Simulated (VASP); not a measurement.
# YNb5 (P6/mmm) in VASP: single point with r2SCAN

Aim: the single point of YNb5 with r2SCAN.

Program: VASP 6.6.1. These are calculated values, not measurements. Logs are shortened: lines on timing, memory, paths and dates and some standing lists are left out, and cuts for length are marked.

## (1) The crystal as given

Symmetry: P6/mmm, No. 191, hexagonal system. The conventional cell has a = 5.311 Å, b = 5.311 Å, c = 4.331 Å, α = 90.00°, β = 90.00°, γ = 120.00°. Around Nb (site symmetry mmm) lie 8 Nb at 2.65 to 2.66 Å. Around Nb (site symmetry -6m2) lie 6 Nb at 2.65 Å. Y (site symmetry 6/mmm) is surrounded by 18 Nb at 3.07 to 3.43 Å.

The cell was built by a generator and needn't be a form met in nature.

## (2) Single point, r2SCAN

POSCAR reads:

```
YNb5
1.0
    2.6554613000      4.5993901100      0.0000000000
   -2.6554613000      4.5993901100      0.0000000000
    0.0000000000      0.0000000000      4.3314498400
Nb Y
5 1
Direct
    0.5000000000      0.5000000000      0.5000000000
    0.5000000000      0.0000000000      0.5000000000
    0.0000000000      0.5000000000      0.5000000000
    0.3333000000      0.3334000000      0.0000000000
    0.6666000000      0.6667000000      0.0000000000
    0.0000000000      0.0000000000      0.0000000000
```

INCAR.step1 reads:

```
  PREC = Accurate
  ENCUT = 520
  ISMEAR = -1
  SIGMA = 0.1
  LREAL = False
  LASPH = True
  NELM = 100
  NBANDS = 47
  GGA = PE
  ALGO = Normal
  EDIFF = 1E-4
  LWAVE = True
  LCHARG = False
```

INCAR.step2 reads:

```
  PREC = Accurate
  ENCUT = 520
  EDIFF = 1E-7
  ISMEAR = -1
  SIGMA = 0.1
  LREAL = False
  LASPH = True
  NELM = 100
  ALGO = Normal
  ISIF = 2
  LWAVE = False
  LCHARG = False
  METAGGA = R2SCAN
  LMIXTAU = True
  NBANDS = 47
  ISTART = 1
```

KPOINTS reads:

```
regular mesh
0
Gamma
  7 7 8
```

Potentials or basis: VASP PAW PBE potentials, release 64 (Nb_sv, Y_sv).

Started as:

```
> cat potpaw_PBE.64/Nb_sv/POTCAR potpaw_PBE.64/Y_sv/POTCAR > POTCAR
> cp INCAR.step1 INCAR
> mpirun -np 1 vasp_std > vasp.out
> cp INCAR.step2 INCAR
> mpirun -np 1 vasp_std > vasp.out
```

OUTCAR:

```text
PREC = Accurate
   ENCUT = 520
   EDIFF = 1E-7
   ISMEAR = -1
   LREAL = False
   LASPH = True
   NELM = 100
   ISIF = 2
   METAGGA = R2SCAN
   ISTART = 1

 ion  position               nearest neighbor table
   1  0.500  0.500  0.500-   4 2.65   5 2.65   4 2.65   5 2.65   2 2.66   3 2.66   2 2.66   3 2.66
                             6 3.43   6 3.43   6 3.43   6 3.43
   2  0.500  0.000  0.500-   5 2.65   5 2.65   4 2.65   4 2.65   1 2.66   1 2.66   3 2.66   3 2.66
                             6 3.43   6 3.43   6 3.43   6 3.43
   3  0.000  0.500  0.500-   4 2.65   4 2.65   5 2.65   5 2.65   1 2.66   1 2.66   2 2.66   2 2.66
                             6 3.43   6 3.43   6 3.43   6 3.43
   4  0.333  0.333  0.000-   1 2.65   1 2.65   3 2.65   3 2.65   2 2.65   2 2.65   6 3.07   6 3.07
                             6 3.07
   5  0.667  0.667  0.000-   1 2.65   1 2.65   2 2.65   2 2.65   3 2.65   3 2.65   6 3.07   6 3.07
                             6 3.07
   6  0.000  0.000  0.000-   5 3.07   4 3.07   5 3.07   4 3.07   5 3.07   4 3.07   2 3.43   3 3.43
                             3 3.43   2 3.43   3 3.43   2 3.43   3 3.43   2 3.43   1 3.43   1 3.43

  LATTYP: Found a hexagonal cell.
 ALAT       =     5.3109193272
 C/A-ratio  =     0.8155743993

  Lattice vectors:

 A1 = (   2.6554613000,  -4.5993901100,   0.0000000000)
 A2 = (   2.6554613000,   4.5993901100,   0.0000000000)
 A3 = (   0.0000000000,   0.0000000000,   4.3314498400)

Analysis of symmetry for initial positions (statically):
=====================================================================
 Subroutine PRICEL returns:
 Original cell was already a primitive cell.

 Routine SETGRP: Setting up the symmetry group for a
 hexagonal supercell.

 Subroutine GETGRP returns: Found  4 space group operations
 (whereof  4 operations were pure point group operations)
 out of a pool of 24 trial point group operations.

The static configuration has the point symmetry C_2v.

Analysis of symmetry for dynamics (positions and initial velocities):
=====================================================================
 Subroutine PRICEL returns:
 Original cell was already a primitive cell.

 Routine SETGRP: Setting up the symmetry group for a
 hexagonal supercell.

 Subroutine GETGRP returns: Found  4 space group operations
 (whereof  4 operations were pure point group operations)
 out of a pool of 24 trial point group operations.

The dynamic configuration has the point symmetry C_2v.

 Subroutine INISYM returns: Found  4 space group operations
 (whereof  4 operations are pure point group operations),
 and found     1 'primitive' translations

----------------------------------------------------------------------------------------

                                     Primitive cell

  volume of cell :     105.8043

  direct lattice vectors                    reciprocal lattice vectors
     2.655461300  4.599390110  0.000000000     0.188291202  0.108710065  0.000000000
    -2.655461300  4.599390110  0.000000000    -0.188291202  0.108710065  0.000000000
     0.000000000  0.000000000  4.331449840     0.000000000  0.000000000  0.230869579

  length of vectors
     5.310919327  5.310919327  4.331449840     0.217419997  0.217419997  0.230869579

  position of ions in fractional coordinates (direct lattice)
     0.500000000  0.500000000  0.500000000
     0.500000000  1.000000000  0.500000000
     1.000000000  0.500000000  0.500000000
     0.333300000  0.333400000  0.000000000
     0.666600000  0.666700000  0.000000000
     0.000000000  0.000000000  0.000000000

  ion indices of the primitive-cell ions
   primitive index   ion index
                 1           1
                 2           2
                 3           3
                 4           4
                 5           5
                 6           6

----------------------------------------------------------------------------------------

 KPOINTS: regular mesh

Automatic generation of k-mesh.
 Grid dimensions read from file:
 generate k-points for:    7    7    8

 Generating k-lattice:

  Cartesian coordinates                     Fractional coordinates (reciprocal lattice)
     0.026898743  0.015530009  0.000000000     0.142857143 -0.000000000  0.000000000
    -0.026898743  0.015530009  0.000000000    -0.000000000  0.142857143  0.000000000
     0.000000000  0.000000000  0.028858697     0.000000000  0.000000000  0.125000000

  Length of vectors
     0.031060000  0.031060000  0.028858697

  Shift w.r.t. Gamma in fractional coordinates (k-lattice)
     0.000000000  0.000000000  0.000000000

 Subroutine IBZKPT returns following result:
 ===========================================

 Found     80 irreducible k-points:

 Following reciprocal coordinates:
            Coordinates               Weight
  0.000000  0.000000  0.000000      1.000000
  0.142857  0.000000  0.000000      4.000000
  0.142857  0.142857  0.000000      2.000000
  0.285714  0.000000  0.000000      4.000000
  0.285714  0.285714  0.000000      2.000000
  0.428571 -0.000000  0.000000      4.000000
[... 16 lines left out ...]
  0.428571  0.428571  0.125000      4.000000
  0.285714  0.142857  0.125000      8.000000
 [... further k-points ...]
   k-points           NKPTS =     80   k-points in BZ     NKDIM =     80   number of bands    NBANDS=     47
   number of dos      NEDOS =    301   number of ions     NIONS =      6
   total plane-waves  NPLWV =  51200
   dimension x,y,z NGX =    40 NGY =   40 NGZ =   32
   dimension x,y,z NGXF=    80 NGYF=   80 NGZF=   64
   ions per type =               5   1
   NGX,Y,Z   is equivalent  to a cutoff of  12.52, 12.52, 12.28 a.u.
   NGXF,Y,Z  is equivalent  to a cutoff of  25.04, 25.04, 24.56 a.u.
 SYSTEM =  unknown system
   PREC   = accura    normal or accurate (medium, high low for compatibility)
   ISTART =      1    job   : 0-new  1-cont  2-samecut
   ICHARG =      0    charge: 1-file 2-atom 10-const
   ISPIN  =      1    spin polarized calculation?
   LNONCOLLINEAR =      F non collinear calculations
   LSORBIT =      F    spin-orbit coupling
   LASPH  =      T    aspherical Exc in radial PAW
   ENCUT  =  520.0 eV  38.22 Ry    6.18 a.u.   9.87  9.87  8.05*2*pi/ulx,y,z
   NELM   =    100;   NELMIN=  2; NELMDL=  0     # of ELM steps
   EDIFF  = 0.1E-06   stopping-criterion for ELM
   LREAL  =      F    real-space projection
   EDIFFG = 0.1E-05   stopping-criterion for IOM
   NSW    =      0    number of steps for IOM
   IBRION =     -1    ionic relax: 0-MD 1-quasi-New 2-CG
   NFREE  =      0    steps in history (QN), initial steepest desc. (CG)
   ISIF   =      2    stress and relaxation
   ISYM   =      2    0-nonsym 1-usesym 2-fastsym
   POTIM  = 0.5000    time-step for ionic-motion
   TEBEG  =    0.0;   TEEND  =   0.0 temperature during run
   PSTRESS=    0.0 pullay stress
   NELECT =      76.0000    total number of electrons
   NUPDOWN=      -1.0000    fix difference up-down
   EMIN   =  10.00;   EMAX   =-10.00  energy-range for DOS
   EFERMI =   0.00;   METHOD = LEGACY
   ISMEAR =    -1;   SIGMA  =   0.10  broadening in eV -4-tet -1-fermi 0-gaus
   EFERMI_NEDOS =   21; number of points for ismear=-14 and -15
   IALGO  =     38    algorithm
   IMIX   =      4    mixing-type and parameters
     AMIX     =   0.40;   BMIX     =  1.00
     AMIX_MAG =   1.60;   BMIX_MAG =  1.00
  volume/ion in A,a.u.               =      17.63       119.00
  Fermi-wavevector in a.u.,A,eV,Ry     =   1.466149  2.770620 29.246998  2.149594
  Thomas-Fermi vector in A             =   2.581921
   LORBIT       =      0    0 simple, 1 ext, 2 COOP (PROOUT), +10 PAW based schemes
   METAGGA = R2SCAN    functional components
   LHFCALC =     F    Hartree Fock is set to
   AEXX    =    0.0000 exact exchange contribution
   IVDW    =     0    specifies the selected vdW correction
   LEPSILON=     F    determine dielectric tensor
   LRPA    =     F    only Hartree local field effects (RPA)
 non-spin polarized calculation
  energy-cutoff  :      520.00
  volume of cell :      105.80
 maximum number of plane-waves:      2862
   NGX = 19   NGY = 19   NGZ = 17

 number of electron      75.9999996 magnetization

 Free energy of the ion-electron system (eV)
  ---------------------------------------------------
  ext. energy  EPLUGINS =         0.00000000
  ---------------------------------------------------
  free energy    TOTEN  =      -140.83739928 eV

  energy without entropy =     -140.62050566  energy(sigma->0) =     -140.72895247

 E-fermi :  10.7591     XC(G=0): -13.4644

 val. band max:       10.7515332400   @ k =   0.1429   0.1429   0.5000
 cond. band min:      10.7671090076   @ k =   0.0000   0.0000   0.0000
 fundamental gap:      0.0155757676
 Fermi energy:        10.7590934980

 k-point     1 :       0.0000    0.0000    0.0000
  band No.  band energies     occupation
      1     -45.4867      2.00000
      2     -44.9140      2.00000
      3     -44.8822      2.00000
      4     -44.8821      2.00000
      5     -44.7811      2.00000
      6     -32.2208      2.00000
[... 39 lines left out ...]
     46      14.7647      0.00000
     47      14.7653      0.00000

 k-point     2 :       0.1429    0.0000    0.0000
  band No.  band energies     occupation
      1     -45.4680      2.00000
      2     -44.9792      2.00000
      3     -44.8822      2.00000
      4     -44.8383      2.00000
      5     -44.7798      2.00000
      6     -32.2214      2.00000
[... 39 lines left out ...]
     46      14.2554      0.00000
     47      14.4283      0.00000

 k-point     3 :       0.1429    0.1429    0.0000
  band No.  band energies     occupation
      1     -45.4680      2.00000
      2     -44.9792      2.00000
      3     -44.8824      2.00000
      4     -44.8382      2.00000
      5     -44.7798      2.00000
      6     -32.2214      2.00000
[... 1039 lines left out ...]
     46      14.0720      0.00000
     47      14.2884      0.00000

 k-point    24 :       0.2857    0.1429    0.1250
  band No.  band energies     occupation
      1     -45.4124      2.00000
      2     -45.0377      2.00000
      3     -44.8823      2.00000
      4     -44.8193      2.00000
      5     -44.8003      2.00000
      6     -32.2221      2.00000
[... 39 lines left out ...]
     46      13.9839      0.00000
     47      14.3379      0.00000

 [... further k-points ...]

------------------------ aborting loop because EDIFF is reached ----------------------------------------

  FORCE on cell =-STRESS in cart. coord.  units (eV):
  Direction    XX          YY          ZZ          XY          YZ          ZX
  --------------------------------------------------------------------------------------
  -------------------------------------------------------------------------------------
  Total       24.7523047     24.7551753     18.2318427      0.0000000      0.0000000      0.0000000
  in kB      374.8199648    374.8634340    276.0817118      0.0000000      0.0000000      0.0000000
  external PRESSURE =     341.9217035 kB  Pullay stress =       0.0000000 kB

 VOLUME and BASIS-vectors are now :
 -----------------------------------------------------------------------------
  energy-cutoff  :      520.00
  volume of cell :      105.80
      direct lattice vectors                 reciprocal lattice vectors
     2.655461300  4.599390110  0.000000000     0.188291202  0.108710065  0.000000000
    -2.655461300  4.599390110  0.000000000    -0.188291202  0.108710065  0.000000000
     0.000000000  0.000000000  4.331449840     0.000000000  0.000000000  0.230869579

 POSITION                                       TOTAL-FORCE (eV/Angst)
 -----------------------------------------------------------------------------------
      0.00000      4.59939      2.16572         0.000907      0.000000      0.000000
      1.32773      2.29970      2.16572        -0.000934      0.001064      0.000000
     -1.32773      2.29970      2.16572        -0.000934     -0.001064      0.000000
     -0.00027      3.06641      0.00000         0.001469     -0.002232      0.000000
     -0.00027      6.13237      0.00000         0.001469      0.002232      0.000000
      0.00000      0.00000      0.00000        -0.001977      0.000000      0.000000
 -----------------------------------------------------------------------------------
    total drift:                               -0.000003      0.000000     -0.000000

  FREE ENERGIE OF THE ION-ELECTRON SYSTEM (eV)
  ---------------------------------------------------
  free  energy   TOTEN  =      -140.8373992803 eV

  energy  without entropy=     -140.6205056612  energy(sigma->0) =     -140.72895247
```

It took 21 min on 1 thread of Intel Xeon Platinum 8488C (Sapphire Rapids), shared host; peak memory 0.47 GiB.

Results:

- Free energy: -140.8374 eV
- Pressure: 34.2 GPa
- Band gap on the k mesh: none (metal or under the smearing width)

Forces on the atoms (eV/Å):
```
Nb   0.001  0.000  0.000
Nb  -0.001  0.001  0.000
Nb  -0.001 -0.001  0.000
Nb   0.001 -0.002  0.000
Nb   0.001  0.002  0.000
Y   -0.002  0.000  0.000
```

Caveat: a pressure of tens of GPa on the cell as given is suspect, and the run, the potentials or the cell itself is likely at fault; the PAW data sets were made with another functional, which shifts forces and pressure a little.
